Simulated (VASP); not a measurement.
Calculation: optB88-vdW, VASP's PBE PAW potentials (set 64) (plane waves; VASP 6.6.1).

The input files of a VASP run:

INCAR:
```
SYSTEM = Fe
PREC = Accurate; ENCUT = 520; LREAL = .FALSE.
LASPH = .TRUE.
EDIFF = 1E-6; NELM = 100; ALGO = Normal
LMAXMIX = 4
ISMEAR = 1; SIGMA = 0.1
GGA = BO; LUSE_VDW = .TRUE.; AGGAC = 0.0
PARAM1 = 0.1833333333; PARAM2 = 0.22
ISPIN = 2; MAGMOM = 2.5
IBRION = 2; NSW = 60; ISIF = 3
EDIFFG = -0.01
LWAVE = .FALSE.; LCHARG = .FALSE.; LORBIT = 10
```

KPOINTS:
```
Regular mesh
0
Gamma
 16 16 16
```

**POSCAR**
```
Fe
1
   -1.4350000000     1.4350000000     1.4350000000
    1.4350000000    -1.4350000000     1.4350000000
    1.4350000000     1.4350000000    -1.4350000000
Fe
1
Direct
  0.0000000000   0.0000000000   0.0000000000
```

POTCAR, in this order: Fe (PBE.64 set). Program: vasp_std.

Output of the run:

OSZICAR:
```
       N       E                     dE             d eps       ncg     rms          rms(c)
DAV:   1     0.185313104344E+02    0.18531E+02   -0.40725E+03  5404   0.106E+03
DAV:   2    -0.618145060477E+01   -0.24713E+02   -0.23211E+02  5256   0.128E+02
DAV:   3    -0.649820529965E+01   -0.31675E+00   -0.31597E+00  5911   0.198E+01
DAV:   4    -0.649967670716E+01   -0.14714E-02   -0.14712E-02  5793   0.129E+00
DAV:   5    -0.649969058002E+01   -0.13873E-04   -0.13872E-04  5620   0.109E-01    0.103E+01
DAV:   6    -0.573254923924E+01    0.76714E+00   -0.12503E+01  5527   0.555E+01    0.545E+00
DAV:   7    -0.563840567637E+01    0.94144E-01   -0.95152E-01  5504   0.151E+01    0.307E+00
DAV:   8    -0.563365197117E+01    0.47537E-02   -0.67243E-03  6428   0.727E-01    0.137E+00
DAV:   9    -0.562834187101E+01    0.53101E-02   -0.96835E-03  6685   0.884E-01    0.359E-01
DAV:  10    -0.562830490004E+01    0.36971E-04   -0.25253E-04  5532   0.265E-01    0.114E-01
DAV:  11    -0.562838389047E+01   -0.78990E-04   -0.37597E-04  6515   0.234E-01    0.498E-02
DAV:  12    -0.562838229300E+01    0.15975E-05   -0.55280E-06  5393   0.392E-02    0.192E-02
DAV:  13    -0.562838357627E+01   -0.12833E-05   -0.33794E-06  3524   0.228E-02    0.121E-02
DAV:  14    -0.562838228745E+01    0.12888E-05   -0.94453E-07  2664   0.127E-02    0.124E-03
DAV:  15    -0.562838243339E+01   -0.14593E-06   -0.34340E-08  2630   0.246E-03
   1 F= -.56283824E+01 E0= -.56284252E+01  d E =-.562838E+01  mag=     2.2383
       N       E                     dE             d eps       ncg     rms          rms(c)
DAV:   1    -0.631752386122E+01   -0.68914E+00   -0.14927E+01  5445   0.664E+01    0.797E+00
DAV:   2    -0.568513060639E+01    0.63239E+00   -0.58294E+00  5481   0.384E+01    0.596E+00
DAV:   3    -0.564809987593E+01    0.37031E-01   -0.25698E-01  5591   0.825E+00    0.255E+00
DAV:   4    -0.564122215074E+01    0.68777E-02   -0.26078E-03  5494   0.731E-01    0.525E-01
DAV:   5    -0.563558101971E+01    0.56411E-02   -0.81810E-03  5762   0.714E-01    0.967E-02
DAV:   6    -0.563563287246E+01   -0.51853E-04   -0.22348E-04  5551   0.218E-01    0.469E-02
DAV:   7    -0.563563012923E+01    0.27432E-05   -0.13546E-05  5318   0.527E-02    0.243E-02
DAV:   8    -0.563562786084E+01    0.22684E-05   -0.22395E-06  4297   0.227E-02    0.304E-03
DAV:   9    -0.563562790958E+01   -0.48736E-07   -0.90638E-08  2635   0.402E-03
   2 F= -.56356279E+01 E0= -.56354155E+01  d E =-.724548E-02  mag=     2.0299
       N       E                     dE             d eps       ncg     rms          rms(c)
DAV:   1    -0.576913692788E+01   -0.13351E+00   -0.27721E+00  5426   0.301E+01    0.338E+00
DAV:   2    -0.566127388416E+01    0.10786E+00   -0.13196E+00  5473   0.170E+01    0.290E+00
DAV:   3    -0.564861711575E+01    0.12657E-01   -0.83944E-02  5551   0.467E+00    0.108E+00
DAV:   4    -0.564737627268E+01    0.12408E-02   -0.87909E-04  5583   0.509E-01    0.259E-01
DAV:   5    -0.564630808059E+01    0.10682E-02   -0.13986E-03  5437   0.403E-01    0.396E-02
DAV:   6    -0.564631803704E+01   -0.99564E-05   -0.31732E-05  5574   0.778E-02    0.204E-02
DAV:   7    -0.564631886954E+01   -0.83250E-06   -0.18201E-06  5302   0.190E-02
   3 F= -.56463189E+01 E0= -.56462340E+01  d E =-.179364E-01  mag=     2.1039
```

OUTCAR:
```
------------------------ aborting loop because EDIFF is reached ----------------------------------------
  FORCE on cell =-STRESS in cart. coord.  units (eV):
  Direction    XX          YY          ZZ          XY          YZ          ZX
  --------------------------------------------------------------------------------------
  Total        0.0022356      0.0022356      0.0022356      0.0000000      0.0000000      0.0000000
  in kB        0.3198213      0.3198213      0.3198213      0.0000000      0.0000000      0.0000000
  external PRESSURE =       0.3198213 kB  Pullay stress =       0.0000000 kB
  volume of cell :       11.20
      direct lattice vectors                 reciprocal lattice vectors
    -1.409438256  1.409438256  1.409438256     0.000000000  0.354751262  0.354751262
     1.409438256 -1.409438256  1.409438256     0.354751262  0.000000000  0.354751262
     1.409438256  1.409438256 -1.409438256     0.354751262  0.354751262  0.000000000
 POSITION                                       TOTAL-FORCE (eV/Angst)
 -----------------------------------------------------------------------------------
      0.00000      0.00000     -0.00000         0.000000      0.000000      0.000000
 -----------------------------------------------------------------------------------
    total drift:                                0.000000     -0.000000      0.000000
  FREE ENERGIE OF THE ION-ELECTRON SYSTEM (eV)
  ---------------------------------------------------
  free  energy   TOTEN  =        -5.6463188695 eV

  energy  without entropy=       -5.6460641118  energy(sigma->0) =       -5.64623395

 total charge

# of ion       s       p       d       tot
------------------------------------------
    1        0.493   0.541   6.289   7.323

 magnetization (x)

# of ion       s       p       d       tot
------------------------------------------
    1       -0.013  -0.047   2.152   2.092

 reached required accuracy - stopping structural energy minimisation
```
(Selected blocks of OUTCAR.)

**CONTCAR**
```
Fe
   1.00000000000000
    -1.4094382563544818    1.4094382563544818    1.4094382563544818
     1.4094382563544818   -1.4094382563544818    1.4094382563544818
     1.4094382563544818    1.4094382563544818   -1.4094382563544818
  Fe
     1
Direct
     0.0000000000000000    0.0000000000000000    0.0000000000000000
```

Energy and stress use the plane-wave basis of the starting cell.

The compound is Fe in the bcc structure. This run relaxes it. Symmetry was kept, so distortions that lower it aren't found.
